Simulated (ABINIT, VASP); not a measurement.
VASP ran on this input.

INCAR:
```
NELM  =  100
LASPH  =  T   ! aspherical one-centre terms
PREC  =  Accurate
ENCUT  =  300   ! plane-wave cut-off (eV)
EDIFF  =  1E-6
SIGMA  =  0.01   ! width (eV)
LWAVE  =  F
LREAL  =  F   ! projection in real space or not
ALGO  =  Normal
ISMEAR  =  0
SYSTEM  =  MgBr2
LCHARG  =  F
LMAXMIX  =  4
ISIF  =  2   ! forces and stress, cell fixed
```

**KPOINTS**
```
Automatic mesh
0
Gamma
6 6 3
0 0 0
```

POSCAR:
```
MgBr2
1
    3.7614190000     0.0000000000     0.0000000000
   -1.8807090000     3.2574840000     0.0000000000
    0.0000000000     0.0000000000     6.2425120000
Mg Br
1 2
Direct
  0.0000000000   0.0000000000   0.0000000000
  0.3333330000   0.6666670000   0.2334800000
  0.6666670000   0.3333330000   0.7665200000
```

POTCAR, in this order: Mg Br (LDA.64 set). Program: vasp_std.

Question: Translate it to ABINIT.

Answer: One input that does it (LDA (PW92), norm-conserving pseudopotentials (PseudoDojo nc-sr-04 LDA standard)):
```
# MgBr2, PseudoDojo nc-sr-04 LDA standard
pp_dirpath "./"
pseudos "Mg.upf, Br.upf"
acell 7.1080513045 7.1080513045 11.7966380097
rprim
         1.0000000000   -0.0000000519    0.0000000000
        -0.4999999550    0.8660254297    0.0000000000
         0.0000000000    0.0000000000    1.0000000000
natom 3
ntypat 2
znucl 12 35
typat 1 2 2
xcart
         0.0000000000    0.0000000000    0.0000000000
         0.0000002131    4.1038353341    2.7542790425
         3.5540257588    2.0519174825    9.0423589672
ecut 42 Ha
occopt 1
nband 15
kptopt 1
ngkpt 6 6 3
nshiftk 1
shiftk 0 0 0
nstep 60
tolvrs 1.0e-10
prtwf 0
prtden 0
```
Both inputs were run and reached self-consistency, which says nothing on mesh or cut-off. Potentials, basis and cut-offs are each code's own, so they don't translate, and total energies aren't comparable.

Fixed occupations appear in VASP as a very narrow Gaussian smearing.

VASP's LDA is the Perdew-Zunger fit; the other code's may be Perdew-Wang, which differs slightly.

The structure comes from a computed database's MgBr2 entry (P-3m1); how it stands against other phases isn't given here. The cell was not relaxed at this level, and it may have been scaled.
